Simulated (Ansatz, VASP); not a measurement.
**BP in two plane-wave programs**

Wanted: the spread between two codes on one cell, functional and k mesh. The cell is taken from a series of runs on this material, whose earlier steps may have relaxed, scaled, displaced or heated it; both programs get it as it stands.

Calculated with Ansatz 0.2.0; plane waves, with VASP 6.6.1 beside it; relaxation of cell and atoms at PBE.

## 1. The starting structure

The structure is cubic, space group F-43m (No. 216). The conventional cell has a = 4.548 Å, b = 4.548 Å, c = 4.548 Å, α = 90.00°, β = 90.00°, γ = 90.00°. Nearest to B lie 4 P at 1.97 Å. P has 4 B at 1.97 Å nearest. Farther neighbours are not listed.

## 2. VASP: relaxation of cell and atoms, PBE

The relaxed volume is the usual yardstick between codes: in a stiff, nearly cubic crystal its relative difference is about their pressure difference at one cell divided by the bulk modulus.

Lines of VASP's logs that name or quote its potential files are left out, and so is its time.

Input file INCAR:

```
SYSTEM = BP
PREC = Accurate
ENCUT = 500
EDIFF = 1E-07
NELM = 120
ISMEAR = 0
SIGMA = 0.01
LREAL = .FALSE.
ALGO = Normal
GGA = PE
NBANDS = 10
LORBIT = 11
LWAVE = .FALSE.
LCHARG = .FALSE.
ISIF = 3
IBRION = 2
NSW = 80
EDIFFG = -0.005
LASPH = .TRUE.
GGA_COMPAT = .FALSE.
NELMIN = 4
EFERMI = MIDGAP
```

Input file POSCAR:

```
BP
1.0
    0.0000000000      2.2741520000      2.2741520000
    2.2741520000      0.0000000000      2.2741520000
    2.2741520000      2.2741520000      0.0000000000
B P
1 1
Direct
    0.0000000000      0.0000000000      0.0000000000
    0.2500000000      0.2500000000      0.2500000000
```

Input file KPOINTS:

```
Automatic mesh
0
Gamma
12 12 12
0 0 0
```

Potentials, in the order of the species: B and P (PBE family, release 64).

The run is started by

```console
> mpirun -np 1 vasp_std
```

Numbers of over 12 decimals in the logs are rounded to 6 here.

The program printed:

```text
[banner, memory and clock lines left out]
running    1 mpi-ranks, on    1 nodes
 distrk:  each k-point on    1 cores,    1 groups
 distr:  one band on    1 cores,    1 groups

 POSCAR found type information on POSCAR B P
 POSCAR found :  2 types and       2 ions
 LDA part: xc-table for (Slater+PW92), standard interpolation
 POSCAR, INCAR and KPOINTS ok, starting setup
 FFT: planning ... GRIDC
 FFT: planning ... GRID_SOFT
 FFT: planning ... GRID
 WAVECAR not read
 entering main loop
       N       E                     dE             d eps       ncg     rms          rms(c)
DAV:   1     0.846775832427E+01    0.84678E+01   -0.39234E+03  1440   0.701E+02
DAV:   2    -0.130607143544E+02   -0.21528E+02   -0.20453E+02  2086   0.109E+02
DAV:   3    -0.136214852052E+02   -0.56077E+00   -0.55973E+00  1756   0.162E+01
DAV:   4    -0.136238101444E+02   -0.23249E-02   -0.23244E-02  1810   0.116E+00
DAV:   5    -0.136238199066E+02   -0.97622E-05   -0.97620E-05  1740   0.700E-02    0.714E+00
DAV:   6    -0.130266795114E+02    0.59714E+00   -0.14287E+00  1624   0.554E+00    0.387E+00
DAV:   7    -0.129381569413E+02    0.88523E-01   -0.23404E-01  1876   0.258E+00    0.131E+00
DAV:   8    -0.129303170209E+02    0.78399E-02   -0.28060E-02  1662   0.990E-01    0.203E-01
DAV:   9    -0.129306295070E+02   -0.31249E-03   -0.65888E-04  1660   0.186E-01    0.120E-01
DAV:  10    -0.129308281616E+02   -0.19865E-03   -0.28673E-04  1708   0.111E-01    0.292E-02
DAV:  11    -0.129308375662E+02   -0.94047E-05   -0.10163E-05  1842   0.228E-02    0.309E-02
DAV:  12    -0.129308385475E+02   -0.98126E-06   -0.39019E-06  1642   0.107E-02    0.794E-03
DAV:  13    -0.129308384996E+02    0.47844E-07   -0.78316E-08  1264   0.210E-03
   1 F= -.12930838E+02 E0= -.12930838E+02  d E =-.129308E+02
 curvature:   0.00 expect dE= 0.000E+00 dE for cont linesearch  0.000E+00
 trial: gam= 0.00000 g(F)=  0.412E-48 g(S)=  0.671E-04 ort = 0.000E+00 (trialstep = 0.100E+01)
 search vector abs. value=  0.671E-04
 bond charge predicted
       N       E                     dE             d eps       ncg     rms          rms(c)
DAV:   1    -0.129308905146E+02   -0.51967E-04   -0.13660E-03  1626   0.240E-01    0.453E-02
DAV:   2    -0.129308574466E+02    0.33068E-04   -0.69103E-05  1612   0.443E-02    0.249E-02
DAV:   3    -0.129308492271E+02    0.82195E-05   -0.19170E-05  1640   0.212E-02    0.682E-03
DAV:   4    -0.129308490918E+02    0.13529E-06   -0.75229E-07  1700   0.537E-03    0.538E-03
DAV:   5    -0.129308493856E+02   -0.29388E-06   -0.19440E-07  1316   0.270E-03    0.257E-03
DAV:   6    -0.129308494846E+02   -0.98966E-07   -0.94259E-09   748   0.721E-04
   2 F= -.12930849E+02 E0= -.12930849E+02  d E =-.109850E-04
 trial-energy change:   -0.000011  1 .order   -0.000009   -0.000067    0.000049
 step:   0.6016(harm=  0.5799)  dis= 0.00000  next Energy=   -12.930859 (dE=-0.205E-04)
 bond charge predicted
       N       E                     dE             d eps       ncg     rms          rms(c)
DAV:   1    -0.129308665778E+02   -0.17192E-04   -0.21734E-04  1626   0.954E-02    0.182E-02
DAV:   2    -0.129308612910E+02    0.52868E-05   -0.11018E-05  1614   0.177E-02    0.101E-02
DAV:   3    -0.129308595010E+02    0.17899E-05   -0.30479E-06  1636   0.844E-03    0.266E-03
DAV:   4    -0.129308591716E+02    0.32943E-06   -0.11767E-07   960   0.215E-03    0.195E-03
DAV:   5    -0.129308589795E+02    0.19216E-06   -0.32957E-08   742   0.122E-03    0.110E-03
DAV:   6    -0.129308589417E+02    0.37764E-07   -0.24971E-09   738   0.425E-04
   3 F= -.12930859E+02 E0= -.12930859E+02  d E =-.204421E-04
 curvature:  -0.29 expect dE=-0.302E-07 dE for cont linesearch -0.302E-07
 trial: gam= 0.00000 g(F)=  0.231E-48 g(S)=  0.104E-06 ort =-0.265E-05 (trialstep = 0.920E+00)
 search vector abs. value=  0.104E-06
 reached required accuracy - stopping structural energy minimisation
```

From OUTCAR (step 2):

```text
ion  position               nearest neighbor table
   1  0.000  0.000  0.000-   2 1.97   2 1.97   2 1.97   2 1.97
   2  0.250  0.250  0.250-   1 1.97   1 1.97   1 1.97   1 1.97

  LATTYP: Found a face centered cubic cell.
 ALAT       =     4.5483040000

 Subroutine GETGRP returns: Found 24 space group operations
 (whereof 24 operations were pure point group operations)

The static configuration has the point symmetry T_d .

 Found     72 irreducible k-points:

   k-points           NKPTS =     72   k-points in BZ     NKDIM =     72   number of bands    NBANDS=     10

   dimension x,y,z NGX =    24 NGY =   24 NGZ =   24
   dimension x,y,z NGXF=    48 NGYF=   48 NGZF=   48

   ENCUT  =  500.0 eV  36.75 Ry    6.06 a.u.   5.86  5.86  5.86*2*pi/ulx,y,z

   NELECT =       8.0000    total number of electrons

 k-points in reciprocal lattice and weights: Automatic mesh
   0.00000000  0.00000000  0.00000000       0.001
   0.08333333  0.00000000  0.00000000       0.005
   0.16666667  0.00000000  0.00000000       0.005
   0.25000000  0.00000000  0.00000000       0.005
   0.33333333  0.00000000  0.00000000       0.005
   0.41666667  0.00000000  0.00000000       0.005
   0.50000000  0.00000000  0.00000000       0.002
   0.08333333  0.08333333  0.00000000       0.003
   0.16666667  0.08333333  0.00000000       0.014
[...]
-0.33333333  0.50000000  0.16666667       0.007
  -0.25000000  0.50000000  0.25000000       0.003

 average (electrostatic) potential at core
       1 -24.8701       2 -81.3424

 E-fermi :   7.9896

 k-point     1 :       0.0000    0.0000    0.0000
  band No.  band energies     occupation
      1      -8.0436      2.00000
      2       7.3680      2.00000
      3       7.3680      2.00000
      4       7.3680      2.00000
      5      10.7607      0.00000
      6      10.7607      0.00000
      7      10.7607      0.00000
      8      14.6590      0.00000
      9      18.8442      0.00000
    ...

 k-point     2 :       0.0833    0.0000    0.0000
  band No.  band energies     occupation
      1      -7.9189      2.00000
      2       6.4101      2.00000
      3       7.1553      2.00000
      4       7.1553      2.00000
      5      11.0551      0.00000
      6      11.0551      0.00000
      7      11.1100      0.00000
      8      15.0304      0.00000
      9      18.9588      0.00000
    ...

 k-point     3 :       0.1667    0.0000    0.0000
  band No.  band energies     occupation
      1      -7.5481      2.00000
      2       4.5404      2.00000
      3       6.7060      2.00000
      4       6.7060      2.00000
      5      11.3689      0.00000
      6      11.6622      0.00000
      7      11.6622      0.00000
      8      15.9615      0.00000
      9      18.3002      0.00000
    ...

  Total        0.0012010      0.0012010      0.0012010      0.0000000     -0.0000000      0.0000000
  in kB        0.0819081      0.0819081      0.0819081      0.0000000     -0.0000000      0.0000000
  external PRESSURE =       0.0819081 kB  Pullay stress =       0.0000000 kB

  energy-cutoff  :      500.00
  volume of cell :       23.49
      direct lattice vectors                 reciprocal lattice vectors
    -0.000000000  2.273147420  2.273147420    -0.219959337  0.219959337  0.219959337
     2.273147420  0.000000000  2.273147420     0.219959337 -0.219959337  0.219959337
     2.273147420  2.273147420 -0.000000000     0.219959337  0.219959337 -0.219959337

 POSITION                                       TOTAL-FORCE (eV/Angst)
 -----------------------------------------------------------------------------------
     -0.00000      0.00000      0.00000        -0.000000     -0.000000     -0.000000
      1.13657      1.13657      1.13657         0.000000      0.000000      0.000000
 -----------------------------------------------------------------------------------
    total drift:                                0.000000      0.000000      0.000000

  FREE ENERGIE OF THE ION-ELECTRON SYSTEM (eV)
  ---------------------------------------------------
  free  energy   TOTEN  =       -12.9308589417 eV

  energy  without entropy=      -12.9308589417  energy(sigma->0) =      -12.93085894

 reached required accuracy - stopping structural energy minimisation

 total charge
# of ion       s       p       d       tot
------------------------------------------
    1        0.666   1.267   0.000   1.934
    2        0.992   1.573   0.000   2.566
--------------------------------------------------
tot          1.659   2.841   0.000   4.499

[... 3 further parts left out ...]
```

CONTCAR:

```
BP
   1.00000000000000
    -0.0000000000000000    2.2731474201383035    2.2731474201383035
     2.2731474201383035    0.0000000000000000    2.2731474201383035
     2.2731474201383035    2.2731474201383035   -0.0000000000000000
  B               P
     1     1
Direct
     0.0000000000000000    0.0000000000000000    0.0000000000000000
     0.2500000000000000    0.2500000000000000    0.2500000000000000
```

The run keeps the 24 symmetry operations of its start, so it cannot find a distortion of lower symmetry.

## 3. Ansatz: relaxation of cell and atoms, PBE

Ansatz runs on its default PAW (the set named soft_2) files.

The same cell, functional and mesh now go to Ansatz, which takes its cutoff from its data sets.

Input file input.yaml:

```yaml
crystal:
  lattice:
    - [0.0, 2.2741519212, 2.2741519212]
    - [2.2741519212, 0.0, 2.2741519212]
    - [2.2741519212, 2.2741519212, 0.0]
  atoms:
    - { symbol: B, position: [0.0, 0.0, 0.0] }
    - { symbol: P, position: [0.25, 0.25, 0.25] }
kpoints:
  mp_grid: { grid: [12, 12, 12] }
hamiltonian:
  xc: pbe
scf:
  occupations: { method: fixed }
output:
  forces: true
  stress: true
  eigenvalues: true
  write_density: true
  write_potential: true
  elf: true
  volumetric_format: npy
relax:
  adjacent_minimum: "off"
  f_tol: 0.001
  max_steps: 60
  cell: { stress_tol: 0.01 }
```

The run is started by

```console
> ansatz run input.yaml --threads 2 --pin off --max-ram 5120MiB --backend cpu --events-out ev --progress --plain --runs-dir out
```

The program printed:

```text
Engine: ansatz 0.2.0, x86_64-unknown-linux-gnu
Pseudopotentials: kind: paw
Pseudopotential: B, paw, valence charge 3, recommended cutoff 420 eV (normal), B.paw.azcp
Pseudopotential: P, paw, valence charge 5, recommended cutoff 420 eV (normal), P.paw.azcp
Functional definition: PBE
  parameter kappa = 0.804
  parameter beta = 0.066725
  exchange = pbe_x(kappa = kappa, mu = beta*pi^2/3)
  correlation = pbe_c(beta = beta)
Crystal: 2 atoms, lattice volume = 23.523 Å³
Basis set: ecut = 420 eV, 459 PW (Γ), exchange–correlation on 48×48×48 points (8 copies of the dense FFT grid, shifted against one another)
Bands: 8, of which v1, the nominal top of the filled ones, is band 4 counted from 1 (3 counted from 0)
Symmetry: 24 space group operations
Space group: F-43m (ITA 216), of the structure as read, at distance tolerance 2.9e-5 Å
k-points: 72 of 1728 (time reversal used)
Non-local potential: B, projectors of the file, l = 0: 2, l = 1: 2, l = 2: 1
Non-local potential: P, projectors of the file, l = 0: 2, l = 1: 2, l = 2: 2
PAW form: soft (Blöchl's): semilocal exchange-correlation on the pseudo side does not see the compensation charge
PAW one-centre angular grid: B, 110 points (default); XC on 64 Gauss nodes
PAW one-centre angular grid: P, 110 points (default); XC on 64 Gauss nodes
Initial density: superposition of atomic densities (neutral atoms: chi_scale 0, normalization atom), corrected by the library's trained network
Initial wavefunctions: pseudopotential atomic-orbital guess
Functional: x = pbe(κ = 0.804, μ = 0.219515), c = pbe(β = 0.066725)
SCF iter   1: F=—  HF=-912.447215 eV  |F-HF|=—  |Δ(HF+E_count)|=         —  Δρ=1.57e-3  dr2=5.32e-4  ethr=1.77e-3  ⟨swp⟩=5.1  Hψ=4224  notcnv=0  defer=134
preconditioner: auto → none  [insulator: Δε(μ)=1.245 eV  Ē_g=12.746 eV  n_scr=0 (ndim 8)  ℏωp=21.7 eV  f_vac=0.000  ε∞_Penn≈3.9]
SCF iter   2: F=—  HF=-912.447300 eV  |F-HF|=—  |Δ(HF+E_count)|=   8.48e-5  Δρ=8.85e-4  dr2=1.84e-4  ethr=6.65e-6  ⟨swp⟩=2.4  Hψ=1597  notcnv=0  defer=137
SCF iter   3: F=—  HF=-912.447263 eV  |F-HF|=—  |Δ(HF+E_count)|=   3.73e-5  Δρ=4.12e-4  dr2=1.92e-5  ethr=2.30e-6  ⟨swp⟩=2.0  Hψ=815  notcnv=0  defer=133
SCF iter   4: F=—  HF=-912.447284 eV  |F-HF|=—  |Δ(HF+E_count)|=   2.14e-5  Δρ=1.40e-4  dr2=5.89e-6  ethr=2.40e-7  ⟨swp⟩=2.0  Hψ=871  notcnv=0  defer=127
SCF iter   5: F=—  HF=-912.447283 eV  |F-HF|=—  |Δ(HF+E_count)|=   1.52e-6  Δρ=4.14e-5  dr2=5.18e-7  ethr=7.36e-8  ⟨swp⟩=2.0  Hψ=800  notcnv=0  defer=124
SCF iter   6: F=-912.447282 eV  HF=-912.447283 eV  |F-HF|=3.15e-8  |Δ(HF+E_count)|=   1.36e-7  Δρ=1.19e-5  dr2=4.33e-8  ethr=1.25e-9  ⟨swp⟩=13.1  Hψ=4692  notcnv=0
SCF 1 converged in 6 iterations: F = -912.447282 eV  dr2 = 4.33e-8
  greatest PAW one-centre occupation: 0.774 electrons in one spin orbital (limit 2), on the P atom at site 1 (counted from 0), in its partial waves of l = 0
relax step   1: F+E_penalty+E_count = -912.44728248 eV  Δ(F+E_penalty+E_count) = +0.000e0 eV  max|allowed force component| = 3.793e-16 eV/Å  Δτ_max = 0.0000 Å  P = +0.013 GPa  Ω = 23.523 Å³  (6 SCF iters, dr2 threshold 1.00e-7 eV, accepted)
[...]
relax step   2: F+E_penalty+E_count = -912.44728171 eV  Δ(F+E_penalty+E_count) = +7.648e-7 eV  max|allowed force component| = 1.018e-16 eV/Å  Δτ_max = 0.0000 Å  P = +0.004 GPa  Ω = 23.524 Å³  energy of the carried Pulay correction = -8.337e-7 eV  (3 SCF iters, dr2 threshold 4.16e-10 eV, accepted)
[...]
relax step   3: F+E_penalty+E_count = -912.44728171 eV  Δ(F+E_penalty+E_count) = -2.910e-11 eV  max|allowed force component| = 1.018e-16 eV/Å  Δτ_max = 0.0000 Å  P = +0.004 GPa  Ω = 23.524 Å³  stress off target by 4.37e-3 GPa  SCF on the basis re-selected at this cell (its energy is not comparable with the rows above)  (7 SCF iters)
basis re-selected at this cell: Δ(F+E_penalty+E_count) = -2.910e-11 eV, ΔP = +0.000 GPa vs the last step (what re-selecting the basis moved, of the pressure what is left beyond the Pulay correction that the steps carried, after the strain that the cell walked since its last selection, with what the two solves' SCF thresholds leave and, on support functions, any second-order correction that the steps lacked; it is no  [...]
SCF converged after 7 iterations
Free energy (F): -912.447282 eV
Harris-Foulkes:  -912.447282 eV  (|F-HF|=0.00e0)
Internal energy: -912.447282 eV  (E = F + TS)
E sigma→0 (E₀):  -912.447282 eV
Fermi energy:    9.170889 eV
--- Per-component energies (eV) ---
  E_band       = 21.646479
  E_kinetic    = 121.353953
  E_local      = -68.391909  (includes V_loc(G=0)·N_el)
  E_nonlocal   = 44.982986
  E_hartree    = 17.137826
  E_xc         = -94.744013
  E_vxc        = -100.381574  (∫ρ·V_xc dr)
  E_paw        = -647.945549  (= ΣΔE_a)
  E_vpaw       = -10.192626  (= ΣTr[D̂ρ^β])
  E_aug_tail   = 0.000000  (compensation charges beyond the density's cutoff)
  E_ewald      = -284.840575
  E_smearing   = -0.000000  (= −TS)
  E_closure    = -0.000000  (closes the sum)
  Σ components = -912.447282   (vs F -912.447282, Δ=0.00e0)
--- Forces (eV/Å), atoms counted from 1 ---
  atom   1  B      0.00000000    -0.00000000    -0.00000000
  atom   2  P     -0.00000000    -0.00000000    -0.00000000
  max |Σ_I F_I| component: 1.57e-16 eV/Å
--- Stress (GPa, compression-positive) ---
        0.004366       0.000000       0.000000
        0.000000       0.004366       0.000000
       -0.000000       0.000000       0.004366
  P = ⅓ Tr σ = 0.0044 GPa (0.044 kbar)
--- Band table (eV; the first three rows and the last of 72) ---
  k-point 0: bands = ["-6.2249", "9.1709", "9.1709", "9.1709", "12.5649", "12.5649", "12.5649", "16.4385"]
  k-point 1: bands = ["-6.1004", "8.2152", "8.9589", "8.9589", "12.8577", "12.8577", "12.9103", "16.8111"]
  k-point 2: bands = ["-5.7303", "6.3483", "8.5107", "8.5107", "13.1641", "13.4619", "13.4619", "17.7449"]
  k-point 71: bands = ["-1.1389", "1.1422", "3.5394", "3.7437", "14.4978", "15.9143", "16.3657", "16.5733"]
--- Relaxed structure (2 steps of the walk, 2 accepted, 1 SCFs on fresh bases) ---
  F+E_penalty+E_count = -912.44728171 eV   max|allowed force component| = 1.018e-16 eV/Å   (the final SCF, on the basis selected at the relaxed cell)
  cell:  # Å, volume = 23.5238 Å³
    - [0, 2.274185, 2.274185]
    - [2.274185, 0, 2.274185]
    - [2.274185, 2.274185, 0]
  atoms:
    - { symbol: B, position: [0, 0, 0] }
    - { symbol: P, position: [0.25, 0.25, 0.25] }
```

The column dr2 measures how far the density is from self-consistency, as an energy; F and HF (Harris–Foulkes) agree once it is small.

## 4. Differences

Known differences besides the potentials themselves: fixed occupations in Ansatz, narrow Gaussian smearing in VASP; the cutoff is 420 eV in Ansatz and 500 eV in VASP; Ansatz adds a Pulay correction to the stress that steers its cell, VASP none. Total energies have different zeros and are not compared.

Compared:

| quantity | Ansatz | VASP | difference |
| --- | --- | --- | --- |
| volume (Å³) | 23.52 | 23.49 | +0.14 % |
| edge a after relaxation, in the typed setting (Å) | 3.216 | 3.215 | +0.05 % |

## 5. Summary of results

```
difference in volume (relaxation of cell and atoms, PBE) : 0.14 %
```

The difference in volume is 0.14 % (relaxation of cell and atoms, PBE), within the 1.2 % picked in this series as the mark of a large difference, as far as the stopping tolerances let one tell. How closely two codes agree says nothing of how well the functional describes the real material.

[Lines on the potential files, build, host, timing and source positions are cut from VASP's logs without a mark.]

[Logs are printed without paths, hosts, clocks, repeated set-up lines and the standing remarks that a program may print on its own settings, such as how far it seeks lower states.]

[Hosts, paths, dates, database ids (printed as entryN), source tags and the programs' standing remarks are cut or masked in the printed files.]
